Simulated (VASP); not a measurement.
Output of a VASP run:

OUTCAR:
```
 ion  position               nearest neighbor table
   1  0.982  0.982  0.035-   6 2.30   7 2.30   5 2.53   5 2.53
   2  0.991  0.526  0.984-   8 2.35   6 2.35   6 2.35   5 2.55
   3  0.526  0.991  0.984-   8 2.35   7 2.35   7 2.35   5 2.55
   4  0.501  0.501  0.998-   8 2.39   8 2.39   6 2.40   7 2.40
   5  0.127  0.127  0.247-   1 2.53   1 2.53   2 2.55   3 2.55
   6  0.126  0.623  0.251-   1 2.30   2 2.35   2 2.35   4 2.40
   7  0.623  0.126  0.251-   1 2.30   3 2.35   3 2.35   4 2.40
   8  0.625  0.625  0.251-   2 2.35   3 2.35   4 2.39   4 2.39
  LATTYP: Found a base centered orthorhombic cell.
 ALAT       =     7.8416053111
 B/A-ratio  =     1.4087304699
 C/A-ratio  =     0.5006389653
 Subroutine PRICEL returns:
 Original cell was already a primitive cell.
 Subroutine GETGRP returns: Found  4 space group operations
The static configuration has the point symmetry C_2v.
The dynamic configuration has the point symmetry C_2v.
 Subroutine INISYM returns: Found  4 space group operations
 Subroutine IBZKPT returns following result:
 Found     16 irreducible k-points:

 Following reciprocal coordinates:
            Coordinates               Weight
  0.000000  0.000000  0.000000      1.000000
  0.333333  0.000000  0.000000      4.000000
  0.333333  0.333333  0.000000      2.000000
 -0.333333  0.333333  0.000000      2.000000
 -0.000000 -0.000000  0.166667      4.000000
  0.333333 -0.000000  0.166667      4.000000
 -0.333333 -0.000000  0.166667      8.000000
 -0.333333 -0.333333  0.166667      2.000000
 -0.000000 -0.000000  0.333333      4.000000
  0.333333 -0.000000  0.333333      8.000000
 -0.333333 -0.000000  0.333333      4.000000
  0.333333  0.333333  0.333333      2.000000
 -0.000000 -0.000000  0.500000      1.000000
  0.333333 -0.000000  0.500000      4.000000
  0.333333  0.333333  0.500000      2.000000
 -0.333333  0.333333  0.500000      2.000000
   k-points           NKPTS =     16   k-points in BZ     NKDIM =     16   number of bands    NBANDS=     43
   number of dos      NEDOS =    301   number of ions     NIONS =      8
   total plane-waves  NPLWV =  81648
   dimension x,y,z NGX =    54 NGY =   54 NGZ =   28
   dimension x,y,z NGXF=   108 NGYF=  108 NGZF=   56
   ions per type =               4   1   3
   PREC   = accura    normal or accurate (medium, high low for compatibility)
   ISTART =      0    job   : 0-new  1-cont  2-samecut
   ICHARG =      2    charge: 1-file 2-atom 10-const
   ISPIN  =      1    spin polarized calculation?
   LNONCOLLINEAR =      F non collinear calculations
   LSORBIT =      F    spin-orbit coupling
   INIWAV =      1    electr: 0-lowe 1-rand  2-diag
   ENCUT  =  400.0 eV  29.40 Ry    5.42 a.u.  12.77 12.77  6.40*2*pi/ulx,y,z
   NELM   =    100;   NELMIN=  2; NELMDL= -5     # of ELM steps
   EDIFF  = 0.1E-05   stopping-criterion for ELM
   LREAL  =      F    real-space projection
   NLSPLINE    = F    spline interpolate recip. space projectors
   LMAXMIX     =    4 max onsite mixed and CHGCAR
   VOSKOWN=      0    Vosko Wilk Nusair interpolation
   EDIFFG = -.2E-01   stopping-criterion for IOM
   NSW    =     60    number of steps for IOM
   NBLOCK =      1;   KBLOCK =     60    inner block; outer block
   IBRION =      2    ionic relax: 0-MD 1-quasi-New 2-CG
   NFREE  =      1    steps in history (QN), initial steepest desc. (CG)
   ISIF   =      3    stress and relaxation
   ISYM   =      2    0-nonsym 1-usesym 2-fastsym
   TEIN   =    0.0    initial temperature
   TEBEG  =    0.0;   TEEND  =   0.0 temperature during run
   SMASS  =  -3.00    Nose mass-parameter (am)
   PSTRESS=    0.0 pullay stress
   NELECT =      72.0000    total number of electrons
   EFERMI =   0.00;   METHOD = LEGACY
   ISMEAR =     0;   SIGMA  =   0.05  broadening in eV -4-tet -1-fermi 0-gaus
   IALGO  =     38    algorithm
   LDIAG  =      T    sub-space diagonalisation (order eigenvalues)
   IMIX   =      4    mixing-type and parameters
     AMIX     =   0.40;   BMIX     =  1.00
     AMIX_MAG =   1.60;   BMIX_MAG =  1.00
     AMIN     =   0.10
...
```

**OSZICAR**
```
...
DAV:   2     0.324409229085E+02   -0.46447E+03   -0.45258E+03  1408   0.380E+02
DAV:   3    -0.269806899862E+02   -0.59422E+02   -0.58656E+02  1510   0.135E+02
DAV:   4    -0.296319428112E+02   -0.26513E+01   -0.26404E+01  1648   0.277E+01
DAV:   5    -0.296776759799E+02   -0.45733E-01   -0.45699E-01  1733   0.382E+00    0.131E+01
DAV:   6    -0.281588087402E+02    0.15189E+01   -0.40881E+00  1937   0.458E+01    0.993E+00
DAV:   7    -0.282204091873E+02   -0.61600E-01   -0.36613E+00  1496   0.825E+00    0.422E+00
DAV:   8    -0.281795442827E+02    0.40865E-01   -0.23160E-01  1727   0.516E+00    0.134E+00
DAV:   9    -0.281791204992E+02    0.42378E-03   -0.56581E-02  1776   0.374E+00    0.320E-01
DAV:  10    -0.281801494632E+02   -0.10290E-02   -0.12016E-02  1546   0.125E+00    0.303E-01
DAV:  11    -0.281801842629E+02   -0.34800E-04   -0.57851E-04  1664   0.229E-01    0.283E-01
DAV:  12    -0.281802670016E+02   -0.82739E-04   -0.87227E-04  1729   0.812E-01    0.110E-01
DAV:  13    -0.281803120515E+02   -0.45050E-04   -0.53613E-04  1728   0.413E-01    0.671E-02
DAV:  14    -0.281802797513E+02    0.32300E-04   -0.93225E-05  1757   0.170E-01    0.479E-02
DAV:  15    -0.281802748837E+02    0.48676E-05   -0.37770E-05  1952   0.696E-02    0.309E-02
DAV:  16    -0.281802761897E+02   -0.13060E-05   -0.15863E-05  1496   0.241E-02    0.161E-02
DAV:  17    -0.281802745766E+02    0.16131E-05   -0.59491E-06  1557   0.738E-02    0.290E-03
DAV:  18    -0.281802749090E+02   -0.33240E-06   -0.54563E-06  1372   0.206E-02
   1 F= -.28180275E+02 E0= -.28180275E+02  d E =-.281803E+02
       N       E                     dE             d eps       ncg     rms          rms(c)
DAV:   1    -0.281827753878E+02   -0.25008E-02   -0.83417E-02  1712   0.275E+00    0.393E-01
DAV:   2    -0.281808020662E+02    0.19733E-02   -0.13767E-02  1707   0.171E+00    0.146E-01
DAV:   3    -0.281805588719E+02    0.24319E-03   -0.60050E-04  1708   0.220E-01    0.770E-02
DAV:   4    -0.281804619863E+02    0.96886E-04   -0.10604E-04  1735   0.176E-01    0.280E-02
DAV:   5    -0.281804542844E+02    0.77019E-05   -0.27075E-05  1674   0.902E-02    0.122E-02
DAV:   6    -0.281804543694E+02   -0.84989E-07   -0.96996E-06  1460   0.355E-02
   2 F= -.28180454E+02 E0= -.28180454E+02  d E =-.179460E-03
       N       E                     dE             d eps       ncg     rms          rms(c)
DAV:   1    -0.281804968114E+02   -0.42527E-04   -0.16850E-03  1709   0.384E-01    0.556E-02
DAV:   2    -0.281804579100E+02    0.38901E-04   -0.27612E-04  1699   0.241E-01    0.212E-02
DAV:   3    -0.281804536341E+02    0.42759E-05   -0.11551E-05  1591   0.251E-02    0.108E-02
DAV:   4    -0.281804522809E+02    0.13532E-05   -0.15453E-06   831   0.184E-02    0.362E-03
DAV:   5    -0.281804523543E+02   -0.73449E-07   -0.77281E-07   730   0.163E-02
   3 F= -.28180452E+02 E0= -.28180452E+02  d E =-.177445E-03
       N       E                     dE             d eps       ncg     rms          rms(c)
DAV:   1    -0.281810853308E+02   -0.63305E-03   -0.66845E-02  1628   0.162E+00    0.179E-01
DAV:   2    -0.281807402400E+02    0.34509E-03   -0.27912E-03  1769   0.711E-01    0.753E-02
DAV:   3    -0.281806738347E+02    0.66405E-04   -0.15634E-04  2000   0.114E-01    0.408E-02
DAV:   4    -0.281806509340E+02    0.22901E-04   -0.36584E-05  1584   0.538E-02    0.121E-02
DAV:   5    -0.281806504023E+02    0.53177E-06   -0.71113E-06  1557   0.425E-02
   4 F= -.28180650E+02 E0= -.28180650E+02  d E =-.198048E-03
```

OUTCAR:
```
------------------------ aborting loop because EDIFF is reached ----------------------------------------
  FORCE on cell =-STRESS in cart. coord.  units (eV):
  Direction    XX          YY          ZZ          XY          YZ          ZX
  --------------------------------------------------------------------------------------
  Total       -0.0403403     -0.0403403      0.0045415     -0.0045409     -0.0000000     -0.0000000
  in kB       -0.3797984     -0.3797984      0.0427575     -0.0427515     -0.0000000     -0.0000000
  external PRESSURE =      -0.2389464 kB  Pullay stress =       0.0000000 kB
  volume of cell :      170.18
      direct lattice vectors                 reciprocal lattice vectors
     0.000024188  5.548336882  5.528037069    -0.090117488  0.090117488  0.090448019
     5.548336882  0.000024188  5.528037069     0.090117488 -0.090117488  0.090448019
     2.774180535  2.774180535 -0.000000000     0.180233404  0.180233404 -0.180896037
 POSITION                                       TOTAL-FORCE (eV/Angst)
 -----------------------------------------------------------------------------------
      5.54836      5.54836     10.86037         0.000000      0.000000     -0.014538
      5.64539      8.22551      8.38009        -0.000729      0.000729     -0.008114
      8.22551      5.64539      8.38009         0.000729     -0.000729     -0.008114
      5.54836      5.54836      5.54295        -0.000000     -0.000000      0.013152
      1.38709      1.38709      1.39918        -0.000000     -0.000000      0.001743
      4.15131      1.39705      4.14243        -0.003400      0.003400      0.005051
      1.39705      4.15131      4.14243         0.003400     -0.003400      0.005051
      4.16127      4.16127      6.90480        -0.000000     -0.000000      0.005768
 -----------------------------------------------------------------------------------
    total drift:                               -0.000049     -0.000049     -0.000451
  FREE ENERGIE OF THE ION-ELECTRON SYSTEM (eV)
  ---------------------------------------------------
  free  energy   TOTEN  =       -28.1806504023 eV

  energy  without entropy=      -28.1806504023  energy(sigma->0) =      -28.18065040

 reached required accuracy - stopping structural energy minimisation
```
(Selected blocks of OUTCAR.)

### POSCAR
```
Zn4S3Te
1
    0.0035429681     5.5483952590     5.5233541675
    5.5483952590     0.0035429681     5.5233541675
    2.7759691136     2.7759691136     0.0000000000
Zn Te S
4 1 3
Direct
  0.9823588033   0.9823588033   0.0352823934
  0.9908966048   0.5255367059   0.9835666893
  0.5255367059   0.9908966048   0.9835666893
  0.5010006927   0.5010006927   0.9979986146
  0.1265518593   0.1265518593   0.2468962815
  0.1261148916   0.6229970777   0.2508880308
  0.6229970777   0.1261148916   0.2508880308
  0.6245433648   0.6245433648   0.2509132705
```

Task: Reconstruct the remaining input files.

Result: One answer among several that fit: the input of the run itself, PBEsol GGA, plane waves, VASP's PBE PAW potentials (set 64).

**INCAR**
```
# general
SYSTEM =Zn4S3Te
PREC   =Accurate
ENCUT  =400
LREAL  =.False.
LASPH  =.True.

# electronic loop
EDIFF  =1E-6
NELM   =100
ALGO   =Normal
LMAXMIX=4

# smearing
ISMEAR =0
SIGMA  =0.05

# functional
GGA    =PS

# ions
IBRION =2
NSW    =60
ISIF   =3
EDIFFG =-0.02

# output
LWAVE  =.False.
LCHARG =.False.
```

File KPOINTS:
```
K-points
0
G
3 3 6
```

POTCAR, in this order: Zn Te S (PBE.64 set). Program: vasp_std.

The structure was generated: Zn4S3Te was put into an ordered model structure (Amm2), which need not be its known phase. This run relaxes it. Symmetry was kept, so distortions that lower it aren't found. The start is the result of an earlier pass.
